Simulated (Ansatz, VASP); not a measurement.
## Sn3GeO4: VASP beside Ansatz

INCAR

```
SYSTEM = Sn3GeO4
ALGO = Normal
EDIFF = 1E-7
ENCUT = 520
GGA = PE
ISIF = 2
ISMEAR = 0
LASPH = .TRUE.
LCHARG = .FALSE.
LREAL = .FALSE.
LWAVE = .FALSE.
NBANDS = 50
NELM = 80
PREC = Accurate
SIGMA = 0.1
```

KPOINTS

```
k-points
0
G
  4 4 2
  0 0 0
```

Contents of POSCAR:

```
Sn3GeO4
1.0
    2.7162677000     -2.7086529000      0.0000000000
    2.7162677000      2.7086529000      0.0000000000
   -0.0998158000      0.0000000000      9.8755503000
Sn Ge O
3 1 4
Direct
    0.2567350000      0.2567350000      0.8740750000
    0.2500450000      0.2500450000      0.3582300000
    0.7521810000      0.7521810000      0.6366740000
    0.7086680000      0.7086680000      0.1395410000
    0.2706330000      0.7535850000      0.2405900000
    0.7542680000      0.2538830000      0.7551500000
    0.2538830000      0.7542680000      0.7551500000
    0.7535850000      0.2706330000      0.2405900000
```

Input for Ansatz:

```yaml
crystal:
  lattice:
    - [2.7162677, -2.7086529, 0.0]
    - [2.7162677, 2.7086529, 0.0]
    - [-0.0998158, 0.0, 9.8755503]
  atoms:
    - { symbol: Sn, position: [0.256735, 0.256735, 0.874075] }
    - { symbol: Sn, position: [0.250045, 0.250045, 0.35823] }
    - { symbol: Sn, position: [0.752181, 0.752181, 0.636674] }
    - { symbol: Ge, position: [0.708668, 0.708668, 0.139541] }
    - { symbol: O, position: [0.270633, 0.753585, 0.24059] }
    - { symbol: O, position: [0.754268, 0.253883, 0.75515] }
    - { symbol: O, position: [0.253883, 0.754268, 0.75515] }
    - { symbol: O, position: [0.753585, 0.270633, 0.24059] }
basis:
  ecutwfc: 420
kpoints:
  mp_grid: { grid: [4, 4, 2] }
hamiltonian:
  xc: pbe
scf:
  occupations: { method: gaussian, width: 0.1 }
  lower_state_search: "off"
output:
  forces: true
  stress: true
  eigenvalues: true
```

Alike in both runs: task single point; functional PBE; k mesh 4 × 4 × 2; occupations gaussian, width 0.1 eV; no spin polarisation.

```csv
,VASP,Ansatz
version,VASP 6.6.1,Ansatz 0.2.0
potentials or method,"VASP PAW PBE potentials, release 64 (Sn_d, Ge_d, O)","scalar-relativistic, plane waves, PAW"
plane-wave cutoff (eV),520,420
valence electrons in the cell,80,80
```

VASP gave:

```
gap on the k mesh at the Fermi level (eV) : 0.99
least direct gap on the mesh (eV)         : 1.68
pressure (GPa)                            : 0.2
rms of the force components (eV/Å)        : 0.028
```

**Question.** Estimate Ansatz's values.

**Answer.** gap on the k mesh at the Fermi level (eV): 0.98; least direct gap on the mesh (eV): 1.71; pressure (GPa): 0.1; rms of the force components (eV/Å): 0.005.

Atom by atom the forces differ by 0.031 eV/Å (rms over components).

Caveats: spin-orbit coupling is left out, which moves the levels of the heavy elements. A k mesh can miss the band edges. A hybrid or GW would open this gap; PBE tends to underestimate it.
